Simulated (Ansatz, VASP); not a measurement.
**GaC in two plane-wave programs**

One calculation is typed for both programs; each brings its own data sets. How far apart do they land? The cell is generated by rule, not measured, and may not be a known phase. The cell is taken from a series of runs on this material, whose earlier steps may have relaxed, scaled, displaced or heated it; both programs get it as it stands.

Method: plane waves, with VASP 6.6.1 beside it; zone-centre phonons at PBEsol, in Ansatz 0.2.0.

The structure was built from a prototype and need not be the compound's stable phase.

### 1. The structure

It takes space group Pm-3m (No. 221, cubic). Conventional cell: a = 2.775 Å, b = 2.775 Å, c = 2.775 Å, α = 90.00°, β = 90.00°, γ = 90.00°. Nearest to Ga lie 8 C at 2.40 Å. Nearest to C lie 8 Ga at 2.40 Å. Farther neighbours are not listed.

Coordinates:

```xyz
2
Lattice="2.7755 0.0000 0.0000 0.0000 2.7755 0.0000 0.0000 0.0000 2.7755" Properties=species:S:1:pos:R:3 pbc="T T T"
Ga    0.0000    0.0000    0.0000
C     1.3877    1.3877    1.3877
```

### 2. VASP: zone-centre phonons, PBEsol

Second derivatives magnify differences that forces hide, and they need a tight electronic threshold.

Lines of VASP's logs that name or quote its potential files are left out, and so is its time.

File INCAR:

```
SYSTEM = GaC
PREC = Accurate
ENCUT = 600
EDIFF = 1E-08
NELM = 120
ISMEAR = 1
SIGMA = 0.15
LREAL = .FALSE.
ALGO = Normal
GGA = PS
NBANDS = 14
LORBIT = 11
LWAVE = .FALSE.
LCHARG = .FALSE.
ISIF = 2
IBRION = 8
LASPH = .TRUE.
GGA_COMPAT = .FALSE.
KPAR = 2
```

File POSCAR:

```
GaC
1.0
    2.7754559291      0.0000000000      0.0000000000
    0.0000000000      2.7754559291      0.0000000000
    0.0000000000      0.0000000000      2.7754559291
Ga C
1 1
Direct
    0.0000000000      0.0000000000      0.0000000000
    0.5000000000      0.5000000000      0.5000000000
```

File KPOINTS:

```
Automatic mesh
0
Gamma
16 16 16
0 0 0
```

Potentials, in the order of the species: Ga_d and C (PBE family, release 64).

The run is started by

```
$ mpirun -np 2 vasp_std
```

Numbers of over 12 decimals in the logs are rounded to 6 here.

What it wrote:

```text
[banner, memory and clock lines left out]
running    2 mpi-ranks, on    1 nodes
 distrk:  each k-point on    1 cores,    2 groups
 distr:  one band on    1 cores,    1 groups

 POSCAR found type information on POSCAR GaC
 POSCAR found :  2 types and       2 ions
|                                                                             |
|               ----> ADVICE to this user running VASP <----                  |
|                                                                             |
|     You enforced a specific xc type in the INCAR file but a different       |
|     [... a line on the potential file left out ...]
|     I HOPE YOU KNOW WHAT YOU ARE DOING!                                     |
|                                                                             |

 LDA part: xc-table for (Slater+PW92), standard interpolation
 POSCAR, INCAR and KPOINTS ok, starting setup
 FFT: planning ... GRIDC
 FFT: planning ... GRID_SOFT
 FFT: planning ... GRID
 WAVECAR not read
 entering main loop
       N       E                     dE             d eps       ncg     rms          rms(c)
DAV:   1     0.671397511041E+02    0.67140E+02   -0.89962E+03  5228   0.227E+03
DAV:   2    -0.537273998267E+01   -0.72512E+02   -0.67561E+02  5130   0.329E+02
DAV:   3    -0.972191637805E+01   -0.43492E+01   -0.42453E+01  5448   0.646E+01
DAV:   4    -0.977454673992E+01   -0.52630E-01   -0.52577E-01  5300   0.695E+00
DAV:   5    -0.977522715778E+01   -0.68042E-03   -0.68039E-03  5486   0.766E-01    0.331E+00
DAV:   6    -0.926373429023E+01    0.51149E+00   -0.95473E-01  6438   0.267E+01    0.104E+00
DAV:   7    -0.924978768330E+01    0.13947E-01   -0.60782E-02  4694   0.235E+00    0.654E-01
DAV:   8    -0.923959907602E+01    0.10189E-01   -0.11872E-02  6148   0.108E+00    0.155E-01
DAV:   9    -0.923932145783E+01    0.27762E-03   -0.87544E-04  6390   0.585E-01    0.405E-02
DAV:  10    -0.923931307512E+01    0.83827E-05   -0.51698E-05  5184   0.729E-02    0.606E-03
DAV:  11    -0.923931194154E+01    0.11336E-05   -0.19670E-06  5372   0.150E-02    0.154E-03
DAV:  12    -0.923931217037E+01   -0.22883E-06   -0.15675E-07  5768   0.432E-03    0.109E-03
DAV:  13    -0.923931214771E+01    0.22655E-07   -0.76473E-09  3320   0.884E-04    0.211E-04
DAV:  14    -0.923931214060E+01    0.71145E-08   -0.11079E-09  2658   0.351E-04
   1 F= -.92393121E+01 E0= -.92394650E+01  d E =0.458639E-03
 Linear response reoptimize wavefunctions to high precision
DAV:   1    -0.923931213979E+01    0.81309E-09   -0.29729E-10  2820   0.178E-04
DAV:   2    -0.923931213977E+01    0.15461E-10   -0.10300E-10  2580   0.102E-04
 Linear response DOF=           2
 Linear response progress:
  Degree of freedom:   1/  2
       N       E                     dE             d eps       ncg     rms          rms(c)
RMM:   1    -0.157900626559E+00   -0.15790E+00    0.17928E-01 14343   0.799E+00
RMM:   2    -0.158396884920E+00   -0.49626E-03   -0.18560E-02 20726   0.126E+00    0.397E-02
RMM:   3    -0.158486997515E+00   -0.90113E-04   -0.21284E-03 21330   0.357E-01    0.233E-02
RMM:   4    -0.158240366837E+00    0.24663E-03   -0.18597E-04 22175   0.110E-01    0.601E-03
RMM:   5    -0.158177988751E+00    0.62378E-04   -0.15353E-05 22754   0.351E-02    0.161E-03
RMM:   6    -0.158169039517E+00    0.89492E-05   -0.20324E-06 22817   0.122E-02    0.428E-04
RMM:   7    -0.158170398665E+00   -0.13591E-05   -0.35629E-07 23356   0.437E-03    0.123E-04
RMM:   8    -0.158171375600E+00   -0.97694E-06   -0.60650E-08 22574   0.166E-03    0.252E-05
RMM:   9    -0.158171272440E+00    0.10316E-06   -0.13780E-08 23776   0.645E-04    0.271E-05
RMM:  10    -0.158171361146E+00   -0.88706E-07    0.93433E-09 23002   0.260E-04    0.376E-05
RMM:  11    -0.158171109943E+00    0.25120E-06   -0.41486E-09 22145   0.142E-04    0.654E-06
RMM:  12    -0.158171018823E+00    0.91120E-07   -0.23041E-09 23937   0.683E-05    0.278E-06
RMM:  13    -0.158171014944E+00    0.38790E-08   -0.19301E-09 22600   0.348E-05    0.196E-06
 first order change of Fermi-energy   0.75422E-03
 force on displaced ion       1 direction 1 :   0.759  -0.000   0.000
 Linear response progress:
  Degree of freedom:   2/  2
       N       E                     dE             d eps       ncg     rms          rms(c)
RMM:   1    -0.104158382863E+00   -0.10416E+00    0.29732E-02 23704   0.174E+00
RMM:   2    -0.103042350834E+00    0.11160E-02   -0.22768E-03 19850   0.389E-01    0.626E-02
RMM:   3    -0.103387928135E+00   -0.34558E-03   -0.24042E-04 21073   0.120E-01    0.311E-02
RMM:   4    -0.103709109530E+00   -0.32118E-03   -0.53028E-05 21100   0.542E-02    0.108E-02
RMM:   5    -0.103720180134E+00   -0.11071E-04   -0.31872E-06 21660   0.146E-02    0.102E-03
RMM:   6    -0.103707193174E+00    0.12987E-04   -0.38555E-07 21405   0.446E-03    0.472E-04
RMM:   7    -0.103711757978E+00   -0.45648E-05   -0.50324E-08 21672   0.146E-03    0.509E-05
RMM:   8    -0.103711357358E+00    0.40062E-06   -0.67404E-09 21682   0.426E-04    0.349E-05
RMM:   9    -0.103711045366E+00    0.31199E-06   -0.84976E-10 22094   0.151E-04    0.428E-06
RMM:  10    -0.103710991919E+00    0.53447E-07   -0.72784E-10 21549   0.622E-05    0.134E-06
RMM:  11    -0.103710984951E+00    0.69678E-08   -0.46788E-10 21803   0.289E-05    0.732E-07
 first order change of Fermi-energy  -0.97353E-03
 force on displaced ion       2 direction 1 :   0.731  -0.000   0.000
 Linear response finished
```

OUTCAR, selected parts (step 2):

```text
ion  position               nearest neighbor table
   1  0.000  0.000  0.000-   2 2.40   2 2.40   2 2.40   2 2.40   2 2.40   2 2.40   2 2.40   2 2.40

  LATTYP: Found a simple cubic cell.
 ALAT       =     2.7754559291

 Subroutine GETGRP returns: Found 48 space group operations
 (whereof 48 operations were pure point group operations)

The static configuration has the point symmetry O_h .

 Found    165 irreducible k-points:

   k-points           NKPTS =    165   k-points in BZ     NKDIM =    165   number of bands    NBANDS=     14

   dimension x,y,z NGX =    24 NGY =   24 NGZ =   24
   dimension x,y,z NGXF=    48 NGYF=   48 NGZF=   48

   ENCUT  =  600.0 eV  44.10 Ry    6.64 a.u.   5.54  5.54  5.54*2*pi/ulx,y,z

   NELECT =      17.0000    total number of electrons

 k-points in reciprocal lattice and weights: Automatic mesh
   0.00000000  0.00000000  0.00000000       0.000
   0.06250000  0.00000000  0.00000000       0.001
   0.12500000  0.00000000  0.00000000       0.001
   0.18750000  0.00000000  0.00000000       0.001
   0.25000000  0.00000000  0.00000000       0.001
   0.31250000  0.00000000  0.00000000       0.001
   0.37500000  0.00000000  0.00000000       0.001
   0.43750000  0.00000000  0.00000000       0.001
   0.50000000  0.00000000  0.00000000       0.001
[...]
0.50000000  0.50000000  0.43750000       0.001
   0.50000000  0.50000000  0.50000000       0.000

 average (electrostatic) potential at core
       1 -62.5134       2 -47.9068

  Total       -0.0297068     -0.0297068     -0.0297068      0.0000000      0.0000000      0.0000000
  in kB       -2.2261954     -2.2261954     -2.2261954      0.0000000      0.0000000      0.0000000
  external PRESSURE =      -2.2261954 kB  Pullay stress =       0.0000000 kB

  energy-cutoff  :      600.00
  volume of cell :       21.38
      direct lattice vectors                 reciprocal lattice vectors
     2.775455929  0.000000000  0.000000000     0.360301163  0.000000000  0.000000000
     0.000000000  2.775455929  0.000000000     0.000000000  0.360301163  0.000000000
     0.000000000  0.000000000  2.775455929     0.000000000  0.000000000  0.360301163

 POSITION                                       TOTAL-FORCE (eV/Angst)
 -----------------------------------------------------------------------------------
      0.00000      0.00000      0.00000         0.000000      0.000000      0.000000
      1.38773      1.38773      1.38773         0.000000      0.000000      0.000000
 -----------------------------------------------------------------------------------
    total drift:                                0.000000      0.000000      0.000000

 Eigenvectors and eigenvalues of the dynamical matrix
 ----------------------------------------------------

   1 f  =    0.028111 THz     0.176625 2PiTHz    0.937672 cm-1     0.116257 meV
             X         Y         Z           dx          dy          dz
      0.000000  0.000000  0.000000     0.653361    0.621809    0.186374
      1.387728  1.387728  1.387728     0.276335    0.262990    0.078826

   2 f  =    0.028111 THz     0.176625 2PiTHz    0.937672 cm-1     0.116257 meV
             X         Y         Z           dx          dy          dz
      0.000000  0.000000  0.000000    -0.647047    0.602624    0.257752
      1.387728  1.387728  1.387728    -0.273665    0.254876    0.109015

   3 f  =    0.028111 THz     0.176625 2PiTHz    0.937672 cm-1     0.116257 meV
             X         Y         Z           dx          dy          dz
      0.000000  0.000000  0.000000     0.052072   -0.313784    0.864344
      1.387728  1.387728  1.387728     0.022024   -0.132713    0.365569

   4 f/i=    4.186668 THz    26.305608 2PiTHz  139.652197 cm-1    17.314658 meV
             X         Y         Z           dx          dy          dz
      0.000000  0.000000  0.000000     0.389536    0.000000    0.000000
      1.387728  1.387728  1.387728    -0.921011   -0.000000    0.000000

   5 f/i=    4.186668 THz    26.305608 2PiTHz  139.652197 cm-1    17.314658 meV
             X         Y         Z           dx          dy          dz
      0.000000  0.000000  0.000000     0.000000   -0.389536    0.000000
      1.387728  1.387728  1.387728    -0.000000    0.921011   -0.000000

   6 f/i=    4.186668 THz    26.305608 2PiTHz  139.652197 cm-1    17.314658 meV
             X         Y         Z           dx          dy          dz
      0.000000  0.000000  0.000000     0.000000    0.000000   -0.389536
      1.387728  1.387728  1.387728     0.000000    0.000000    0.921011

 ELASTIC MODULI CONTR FROM IONIC RELAXATION (kBar)
 Direction    XX          YY          ZZ          XY          YZ          ZX
 --------------------------------------------------------------------------------
 XX           0.0000      0.0000      0.0000      0.0000      0.0000      0.0000
 YY           0.0000      0.0000      0.0000      0.0000      0.0000      0.0000
 ZZ           0.0000      0.0000      0.0000      0.0000      0.0000      0.0000
 XY           0.0000      0.0000      0.0000      0.0000      0.0000      0.0000
 YZ           0.0000      0.0000      0.0000      0.0000      0.0000      0.0000
 ZX           0.0000      0.0000      0.0000      0.0000      0.0000      0.0000
 --------------------------------------------------------------------------------
```

This run has no spin polarisation. Its electron count is odd, so without a moment it is a metal by construction.

### 3. Ansatz: zone-centre phonons, PBEsol

Ansatz runs on norm-conserving files, of PseudoDojo where its log says so.

The same cell, functional, mesh and smearing now go to Ansatz, which takes its cutoff from its data sets.

File input.yaml:

```yaml
crystal:
  lattice:
    - [2.7754559291, 0.0, 0.0]
    - [0.0, 2.7754559291, 0.0]
    - [0.0, 0.0, 2.7754559291]
  atoms:
    - { symbol: Ga, position: [0.0, 0.0, 0.0] }
    - { symbol: C, position: [0.5, 0.5, 0.5] }
kpoints:
  mp_grid: { grid: [16, 16, 16] }
hamiltonian:
  xc: pbesol
  pseudopotentials: { kind: nc }
scf:
  occupations: { method: methfessel_paxton, width: 0.15 }
output:
  eigenvalues: true
phonons:
  method: dfpt
```

The run is started by

```
$ ansatz run input.yaml --threads 4 --pin off --max-ram 7168MiB --backend cpu --events-out ev --progress --plain --runs-dir out
```

What it wrote:

```text
Engine: ansatz 0.2.0, aarch64-unknown-linux-gnu
Pseudopotentials: kind: nc
Pseudopotential: Ga, nc, valence charge 13, recommended cutoff 1088.45545 eV (normal), Ga.nc.azcp (PseudoDojo's, or run here from an input of PseudoDojo's: the run reads no file of this project's for it)
Pseudopotential: C, nc, valence charge 4, recommended cutoff 1115.666836 eV (normal), C.nc.azcp (PseudoDojo's, or run here from an input of PseudoDojo's: the run reads no file of this project's for it)
Functional definition: PBEsol
  exchange = pbesol_x
  correlation = pbesol_c
Crystal: 2 atoms, lattice volume = 21.380 Å³
Basis set: ecut = 1115.666836 eV, 1839 PW (Γ), exchange–correlation on 64×64×64 points (8 copies of the dense FFT grid, shifted against one another)
Bands: 13, of which v1, the nominal top of the filled ones, is band 9 counted from 1 (8 counted from 0)
Symmetry: 48 space group operations
k-points: 405 of 4096 (irreducible under 8 space group operations, time reversal used)
Non-local potential: Ga, projectors of the file, l = 0: 2, l = 1: 2, l = 2: 2
Non-local potential: C, projectors of the file, l = 0: 2, l = 1: 2
Initial density: superposition of atomic densities (chi_scale 0.1, normalization cell, long waves kept (reshape's long-wave potential 0.00 eV rms))
Initial wavefunctions: pseudopotential atomic-orbital guess
Functional: x = pbesol(κ = 0.804, μ = 0.123457), c = pbesol(β = 0.046)
SCF iter   1: F=—  HF=-2237.410071 eV  |F-HF|=—  |Δ(HF+E_count)|=         —  Δρ=3.85e-2  dr2=4.65e-1  ethr=3.10e-3  ⟨swp⟩=5.1  Hψ=28656  notcnv=0
preconditioner: auto → none  [metal: Δε(μ)=0.013 eV  Ē_g=17.278 eV  σ=0.150 eV  W_gap=0.08  n_scr=6 (ndim 8)  ℏωp=33.1 eV  f_vac=0.000  D(μ)=0.81/eV (n_scr^D=6)  sad-step TF]
SCF iter   2: F=—  HF=-2237.305667 eV  |F-HF|=—  |Δ(HF+E_count)|=   1.04e-1  S|Δr|=    0.00e0  Δρ=1.91e-2  dr2=9.50e-2  ethr=2.73e-3  ⟨swp⟩=1.8  Hψ=9508  notcnv=0  defer=2
SCF iter   3: F=—  HF=-2237.281067 eV  |F-HF|=—  |Δ(HF+E_count)|=   2.46e-2  S|Δr|=    0.00e0  Δρ=3.23e-3  dr2=1.28e-3  ethr=5.59e-4  ⟨swp⟩=1.4  Hψ=5680  notcnv=0  defer=38
SCF iter   4: F=—  HF=-2237.280923 eV  |F-HF|=—  |Δ(HF+E_count)|=   1.44e-4  S|Δr|=    0.00e0  Δρ=4.07e-4  dr2=3.89e-5  ethr=7.54e-6  ⟨swp⟩=1.7  Hψ=6382  notcnv=0  defer=65
SCF iter   5: F=—  HF=-2237.280919 eV  |F-HF|=—  |Δ(HF+E_count)|=   4.48e-6  S|Δr|=    0.00e0  Δρ=6.85e-5  dr2=2.78e-7  ethr=2.29e-7  ⟨swp⟩=2.6  Hψ=8787  notcnv=0  defer=65
SCF iter   6: F=—  HF=-2237.280911 eV  |F-HF|=—  |Δ(HF+E_count)|=   8.14e-6  S|Δr|=    0.00e0  Δρ=1.67e-5  dr2=1.87e-8  ethr=1.63e-9  ⟨swp⟩=2.1  Hψ=8009  notcnv=0  defer=65
SCF iter   7: F=—  HF=-2237.280911 eV  |F-HF|=—  |Δ(HF+E_count)|=   8.04e-9  S|Δr|=    0.00e0  Δρ=1.36e-6  dr2=1.06e-10  ethr=1.10e-10  ⟨swp⟩=2.0  Hψ=7209  notcnv=0  defer=65
SCF iter   8: F=-2237.280911 eV  HF=-2237.280911 eV  |F-HF|=1.36e-12  |Δ(HF+E_count)|=  6.41e-11  S|Δr|=    0.00e0  Δρ=1.53e-7  dr2=2.27e-12  ethr=1.00e-12  ⟨swp⟩=7.3  Hψ=25879  notcnv=0
SCF 1 converged in 8 iterations: F = -2237.280911 eV  dr2 = 2.27e-12
DFPT response loops at Γ: preconditioner auto → Kerker (q_TF=auto, 2.626 Å⁻¹) (partly filled bands, converged f_vac=0.000); β = 1.00, the filter's whole step (`scf.mixing.beta` (0.50) is not read by the response loops under this deck's `scf.mixing.preconditioner`; to damp them name `kerker` or `kerker_dos`, under which they read `scf.mixing.beta`, and type it under 1.00, their step now; both keys bind the ground state too); Broyden in place of MSR1
SCF converged after 8 iterations
Stability not checked: this state was not tested for a lower state beside it, because cold or Methfessel-Paxton smearing, or corrected tetrahedra, fill the levels in a way that the test cannot read (fill_not_monotonic; see scf.lower_state_search)
Free energy (F): -2237.280911 eV
Harris-Foulkes:  -2237.280911 eV  (|F-HF|=1.36e-12)
Internal energy: -2237.281359 eV  (E = F + TS)
E sigma→0 (E₀):  -2237.281023 eV
Entropy (-TS):   0.000448 eV (0.224 meV/atom)
Fermi energy:    13.423808 eV
--- Per-component energies (eV) ---
  E_band       = 36.445390
  E_kinetic    = 1810.836599
  E_local      = -1311.574782  (includes V_loc(G=0)·N_el)
  E_nonlocal   = -1041.872786
  E_hartree    = 502.770399
  E_xc         = -619.443449
  E_vxc        = -426.484480  (∫ρ·V_xc dr)
  E_ewald      = -1577.997338
  E_smearing   = 0.000448  (= −TS)
  E_closure    = -0.000000  (closes the sum)
  Σ components = -2237.280911   (vs F -2237.280911, Δ=0.00e0)
--- Band table (eV; the first three rows and the last of 405) ---
  k-point 0: bands = [... 5 lower, -1.4377, 13.0930, 13.0930, 13.0930, 14.7061, 22.2051, 22.2051, 27.3524]
  k-point 1: bands = [... 5 lower, -1.4371, 12.3919, 13.1489, 13.1489, 15.1545, 22.2702, 22.4048, 27.2062]
  k-point 2: bands = [... 5 lower, -1.4356, 11.0912, 13.3124, 13.3124, 15.7844, 22.4659, 22.7746, 26.7793]
  k-point 404: bands = [... 5 lower, 6.2616, 11.0541, 11.0541, 11.0541, 14.2347, 14.2347, 14.2347, 15.6098]
--- Phonons (Γ-DFPT): 2 representative perturbations + reference, on 405 of 4096 k-points (Σ response iterations 6) ---
  k mesh reduced under 8 symmetry operations, with k and −k counted as one. Each operation leaves every solved perturbation unchanged. A smaller set is not used because it would not reduce the number of displacements times k-points to solve
  ASR residual: 1.770e-4 → 0.000e0 eV/Å²; symmetrization residual: 7.655e-6 eV/Å²
  ASR residual per site (eV/Å²): 1.77e-4 8.57e-5
  Γ frequencies (cm⁻¹): -138.70 -138.70 -138.70 0.00 0.00 0.00
  non-analytic LO–TO correction: not included (Born effective charges unavailable; polar crystals: no LO–TO splitting at Γ)
```

### 4. Differences

Known differences besides the potentials themselves: the cutoff is 1115.67 eV in Ansatz and 600 eV in VASP. Total energies have different zeros and are not compared.

The two programs side by side:

```
                                                   quantity  Ansatz    VASP  difference
optical mode 1 to 3 (imaginary, printed as negative) (cm⁻¹)  -138.7  -139.7        +1.0
```

Modes are paired by rising frequency, not by their patterns, so a pair may set unlike modes beside each other; they are those without the splitting of longitudinal modes.

### 5. Outcome

```yaml
r_m_s_difference_of_the_optical_zone_centre_modes_each_program_s_sorted_by_frequency_zone_centre_phonons_pbesol: 0.95 cm⁻¹
```

**Reading.** The r.m.s. difference of the optical zone-centre modes, each program's sorted by frequency is 0.95 cm⁻¹ (zone-centre phonons, PBEsol). Such differences can come from data sets, numerical settings and the points named under the comparisons, not from the functional's error against experiment.

[Lines on the potential files, build, host, timing and source positions are cut from VASP's logs without a mark.]

[Logs are printed without paths, hosts, clocks, repeated set-up lines and the standing remarks that a program may print on its own settings, such as how far it seeks lower states.]

[Hosts, paths, dates, database ids (printed as entryN), source tags and the programs' standing remarks are cut or masked in the printed files.]
